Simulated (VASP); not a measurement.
Si:

```
Si
1.0
     0.00000    2.73484    2.73484
     2.73484    0.00000    2.73484
     2.73484    2.73484    0.00000
Si
2
Direct
  0.75000 0.75000 0.75000
  0.50000 0.50000 0.50000
```

| Quantity | Value |
| --- | --- |
| Program | VASP 6.6.1 |
| Task | relaxation of cell and atoms |
| Functional | LDA |
| Potentials or basis | VASP PAW LDA potentials, release 64 (Si) |
| Cutoff | 600 eV |
| k mesh | 10 × 10 × 10 |
| Occupations | gaussian, width 0.02 eV |
| Spin | no spin polarisation |

At the start: pressure -3.3 GPa; volume 20.45 Å³/atom.

Problem. How do energy, volume and symmetry change on relaxing?

Solution. Over 3 steps the energy falls by 7.8 meV/atom and the volume is 19.72 Å³/atom (-3.6 %); space group Fd-3m (No. 227, to 0.05 Å).

The path:
```csv
step,energy change (eV),largest force (eV/Å),pressure (GPa),volume (Å³)
1,0.0000,0.0000,-3.29,40.91
2,-0.0083,0.0000,2.50,38.47
3,-0.0157,0.0000,-0.01,39.43
```

Final structure:
```
Si
1.0
     0.00000    2.70156    2.70156
     2.70156    0.00000    2.70156
     2.70156    2.70156    0.00000
Si
2
Direct
  0.75000 0.75000 0.75000
  0.50000 0.50000 0.50000
```
